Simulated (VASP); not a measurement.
These are PBEsol GGA, VASP's PBE PAW potentials (set 64) (plane waves; VASP) values and carry that method's errors.

VASP input:

File KPOINTS:
```
k-points along high-symmetry lines
15
Line-mode
Reciprocal
  0.000000   0.000000   0.000000 ! GAMMA
 -0.500000  -0.500000   0.000000 ! X

 -0.500000  -0.500000   0.000000 ! X
 -0.375000  -0.375000   0.250000 ! U

 -0.375000   0.000000   0.375000 ! K
  0.000000   0.000000   0.000000 ! GAMMA

  0.000000   0.000000   0.000000 ! GAMMA
  0.000000   0.000000   0.500000 ! L

  0.000000   0.000000   0.500000 ! L
 -0.500000  -0.250000   0.250000 ! W

 -0.500000  -0.250000   0.250000 ! W
 -0.500000  -0.500000   0.000000 ! X
```

POSCAR:
```
GaN
3.1786790
  0.0000000000   0.7071068621   0.7071068621
  0.7071068621   0.0000000000   0.7071068621
  0.7071068621   0.7071068621   0.0000000000
Ga N
1 1
Cartesian
  0.0000000000   0.0000000000   0.0000000000
  0.3535534310   0.3535534310   0.3535534310
```

**INCAR**
```
# general
SYSTEM  = GaN
PREC    = Accurate
ENCUT   = 520   # plane-wave cut-off (eV)
LREAL   = F   # projection in real space or not
LASPH   = T   # aspherical one-centre terms
ICHARG  = 11

# electronic loop
EDIFF   = 1E-7   # SCF stop (eV)
NELM    = 100   # most electronic steps
ALGO    = Normal   # blocked Davidson
LMAXMIX = 4

# smearing
ISMEAR  = 0   # Gaussian
SIGMA   = 0.05

# functional
GGA     = PS

# output
LWAVE   = F
LCHARG  = F
LORBIT  = 11
```

POTCAR, in this order: Ga_d N (PBE.64 set). Program: vasp_std. Read from the step before: CHGCAR.

Output

### OSZICAR
```
       N       E                     dE             d eps       ncg     rms          rms(c)
DAV:   1     0.840866650443E+02    0.84087E+02   -0.97758E+03  2502   0.249E+03
DAV:   2    -0.524864270394E+01   -0.89335E+02   -0.83722E+02  2673   0.361E+02
DAV:   3    -0.117665902002E+02   -0.65179E+01   -0.63798E+01  2640   0.838E+01
DAV:   4    -0.118715314072E+02   -0.10494E+00   -0.10488E+00  2795   0.112E+01
DAV:   5    -0.118731349830E+02   -0.16036E-02   -0.16035E-02  2553   0.122E+00
DAV:   6    -0.118731930175E+02   -0.58034E-04   -0.58034E-04  3173   0.202E-01
DAV:   7    -0.118731945515E+02   -0.15340E-05   -0.15341E-05  2596   0.216E-02
DAV:   8    -0.118731946066E+02   -0.55091E-07   -0.55064E-07  2267   0.374E-03
   1 F= -.11873195E+02 E0= -.11873195E+02  d E =-.173017E-18
```

OUTCAR:
```
 val. band max:        5.2343253780   @ k =   0.0000   0.0000   0.0000

 cond. band min:       6.9671169052   @ k =   0.0000   0.0000   0.0000



 k-point     1 :       0.0000    0.0000    0.0000
  band No.  band energies     occupation
      1     -10.7648      2.00000
      2      -8.1757      2.00000
      3      -8.1757      2.00000
      4      -8.1757      2.00000
      5      -7.8426      2.00000
      6      -7.8426      2.00000
      7       5.2343      2.00000
      8       5.2343      2.00000
      9       5.2343      2.00000
     10       6.9671      0.00000
     11      15.4859      0.00000
     12      15.4859      0.00000
     13      15.4859      0.00000

 k-point     2 :      -0.0357   -0.0357    0.0000
  band No.  band energies     occupation
      1     -10.7447      2.00000
      2      -8.1722      2.00000
      3      -8.1722      2.00000
      4      -8.1719      2.00000
      5      -7.8442      2.00000
      6      -7.8416      2.00000
      7       5.0246      2.00000
      8       5.1907      2.00000
      9       5.1907      2.00000
     10       7.1829      0.00000
     11      15.3603      0.00000
     12      15.5298      0.00000
     13      15.5298      0.00000

 k-point     3 :      -0.0714   -0.0714    0.0000
  band No.  band energies     occupation
      1     -10.6856      2.00000
      2      -8.1619      2.00000
      3      -8.1619      2.00000
      4      -8.1598      2.00000
      5      -7.8487      2.00000
      6      -7.8387      2.00000
      7       4.5655      2.00000
      8       5.0640      2.00000
      9       5.0640      2.00000
     10       7.6563      0.00000
     11      15.0197      0.00000
     12      15.6584      0.00000
     13      15.6584      0.00000

 k-point     4 :      -0.1071   -0.1071    0.0000
  band No.  band energies     occupation
      1     -10.5909      2.00000
      2      -8.1451      2.00000
      3      -8.1451      2.00000
      4      -8.1374      2.00000
...
```

The density is held fixed in this step, so its total energy and stress have no physical meaning.

The compound is GaN in the zinc blende structure, a metastable form; wurtzite is the usual one. It was relaxed first.
